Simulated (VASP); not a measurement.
Data:

```yaml
crystal:
  lattice:
    - [0.00000, 2.73061, 2.73061]
    - [2.73061, 0.00000, 2.73061]
    - [2.73061, 2.73061, 0.00000]
  atoms:
    - { symbol: Ce, position: [0.00000, 0.00000, 0.00000] }
    - { symbol: O, position: [0.25000, 0.25000, 0.25000] }
    - { symbol: O, position: [0.75000, 0.75000, 0.75000] }
```

Method: PBE GGA, VASP's PBE PAW potentials (set 64) (plane waves; VASP). Settings: 520 eV cut-off, 13×13×13 Γ-centred mesh, Gaussian smearing of 0.010 eV, potentials Ce O.

### Question
The job: CeO2 (fluorite), 3 atoms, PBE, optics run with many empty bands, 520 eV, 13×13×13 Γ-centred mesh. Roughly how much core time does it take on a busy server core?

### Answer
About 2 core-minutes (one run on a shared machine, a rough figure). It had 84 irreducible k-points, 48 bands, up to 1109 plane waves and 20 electronic steps.

The compound is CeO2 in the fluorite structure. It was relaxed first.
